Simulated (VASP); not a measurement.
Computed with PBEsol GGA, VASP's PBE PAW potentials (set 64) (plane waves; VASP 6.6.1).

VASP input:

File KPOINTS:
```
Automatic
0
gamma
 14 14 14
0 0 0
```

### INCAR
```
ALGO = Normal
SYSTEM = MoS
LREAL = .FALSE.   # projection in real space or not
EDIFF = 1E-7
NEDOS = 601   # DOS grid
ENCUT = 400
LORBIT = 11   # lm-projected
ISIF = 2   # forces and stress, cell fixed
LWAVE = .FALSE.
NELM = 100   # most electronic steps
LMAXMIX = 4   # l cut-off of mixed one-centre charges
LCHARG = .TRUE.
LASPH = .TRUE.   # aspherical one-centre terms
PREC = Accurate
GGA = PS
ISMEAR = -5   # tetrahedra, Bloechl
```

### POSCAR
```
MoS
1
    2.9696131010    -0.0000000000    -0.0000000000
   -0.0000000000     2.9696131010    -0.0000000000
    0.0000000000     0.0000000000     2.9696131010
Mo S
1 1
Direct
  0.0000000000   0.0000000000   0.0000000000
  0.5000000000   0.5000000000   0.5000000000
```

POTCAR, in this order: Mo_sv S (PBE.64 set). Program: vasp_std.

The resulting files:

**OSZICAR**
```
       N       E                     dE             d eps       ncg     rms          rms(c)
DAV:   1     0.113570709936E+03    0.11357E+03   -0.98276E+03  3384   0.117E+03
DAV:   2    -0.146603771682E+02   -0.12823E+03   -0.12621E+03  4200   0.325E+02
DAV:   3    -0.174733959081E+02   -0.28130E+01   -0.27844E+01  4038   0.465E+01
DAV:   4    -0.174895588686E+02   -0.16163E-01   -0.16150E-01  3948   0.387E+00
DAV:   5    -0.174897004794E+02   -0.14161E-03   -0.14166E-03  4086   0.333E-01    0.218E+01
DAV:   6    -0.168529114226E+02    0.63679E+00   -0.27811E+00  3828   0.149E+01    0.887E+00
DAV:   7    -0.168138950868E+02    0.39016E-01   -0.12676E-01  3504   0.280E+00    0.454E+00
DAV:   8    -0.168044473823E+02    0.94477E-02   -0.38600E-02  3738   0.159E+00    0.309E-01
DAV:   9    -0.168041688796E+02    0.27850E-03   -0.94210E-04  3690   0.348E-01    0.145E-01
DAV:  10    -0.168041554683E+02    0.13411E-04   -0.15627E-04  4518   0.139E-01    0.369E-02
DAV:  11    -0.168041583562E+02   -0.28878E-05   -0.41993E-06  3858   0.233E-02    0.616E-03
DAV:  12    -0.168041587378E+02   -0.38159E-06   -0.25280E-07  2888   0.428E-03    0.166E-03
DAV:  13    -0.168041586472E+02    0.90520E-07   -0.24219E-08  1800   0.140E-03
   1 F= -.16804159E+02 E0= -.16804159E+02  d E =0.000000E+00
```

File OUTCAR:
```
------------------------ aborting loop because EDIFF is reached ----------------------------------------
  FORCE on cell =-STRESS in cart. coord.  units (eV):
  Direction    XX          YY          ZZ          XY          YZ          ZX
  --------------------------------------------------------------------------------------
  Total        0.0031983      0.0031983      0.0031983      0.0000000     -0.0000000      0.0000000
  in kB        0.1956704      0.1956704      0.1956704      0.0000000     -0.0000000      0.0000000
  external PRESSURE =       0.1956704 kB  Pullay stress =       0.0000000 kB
  volume of cell :       26.19
      direct lattice vectors                 reciprocal lattice vectors
     2.969613101  0.000000000  0.000000000     0.336744204  0.000000000  0.000000000
     0.000000000  2.969613101  0.000000000     0.000000000  0.336744204  0.000000000
     0.000000000  0.000000000  2.969613101     0.000000000  0.000000000  0.336744204
 POSITION                                       TOTAL-FORCE (eV/Angst)
 -----------------------------------------------------------------------------------
      0.00000      0.00000      0.00000         0.000000      0.000000      0.000000
      1.48481      1.48481      1.48481         0.000000      0.000000      0.000000
 -----------------------------------------------------------------------------------
    total drift:                               -0.000000      0.000000     -0.000000
  FREE ENERGIE OF THE ION-ELECTRON SYSTEM (eV)
  ---------------------------------------------------
  free  energy   TOTEN  =       -16.8041586472 eV

  energy  without entropy=      -16.8041586472  energy(sigma->0) =      -16.80415865

 total charge

# of ion       s       p       d       tot
------------------------------------------
    1        2.262   6.168   4.102  12.532
    2        1.322   2.302   0.000   3.624
--------------------------------------------------
tot          3.584   8.470   4.102  16.156
```
(Selected blocks of OUTCAR.)

**OUTCAR**
```
 val. band max:       13.6691093857   @ k =   0.2857   0.1429   0.0000

 cond. band min:      13.4453539626   @ k =   0.2143   0.2143   0.0000


 Fermi energy:        13.5534099172

 k-point     1 :       0.0000    0.0000    0.0000
  band No.  band energies     occupation
      1     -47.6005      2.00000
      2     -21.5462      2.00000
      3     -21.5462      2.00000
      4     -21.5462      2.00000
      5      -3.5679      2.00000
      6       9.1198      2.00000
      7       9.1198      2.00000
      8      11.1171      2.00000
      9      11.1171      2.00000
     10      11.1171      2.00000
     11      14.3523      0.00000
     12      14.3523      0.00000
     13      14.3523      0.00000
     14      18.2585      0.00000

 k-point     2 :       0.0714    0.0000    0.0000
  band No.  band energies     occupation
      1     -47.5982      2.00000
      2     -21.5740      2.00000
      3     -21.5437      2.00000
      4     -21.5437      2.00000
      5      -3.4879      2.00000
      6       8.8549      2.00000
      7       9.1693      2.00000
      8      10.9596      2.00000
      9      10.9596      2.00000
     10      11.2025      2.00000
     11      14.3771      0.00000
     12      14.5414      0.00000
     13      14.5414      0.00000
     14      18.5575      0.00000

 k-point     3 :       0.1429    0.0000    0.0000
  band No.  band energies     occupation
      1     -47.5917      2.00000
      2     -21.6508      2.00000
      3     -21.5368      2.00000
      4     -21.5368      2.00000
      5      -3.2547      2.00000
      6       8.0940      2.00000
      7       9.3131      2.00000
      8      10.5817      2.00000
      9      10.5817      2.00000
     10      11.5812      2.00000
     11      14.4477      0.00000
     12      15.0217      0.00000
     13      15.0217      0.00000
     14      19.2281      0.00000

 k-point     4 :       0.2143    0.0000    0.0000
  band No.  band energies     occupation
...
```

For a metal the tetrahedron method with Blöchl corrections gives inexact stress and forces.

The structure was generated: MoS was put into the CsCl type type (Pm-3m), which need not be its known phase. It was relaxed first, which changed the volume by -31 %.
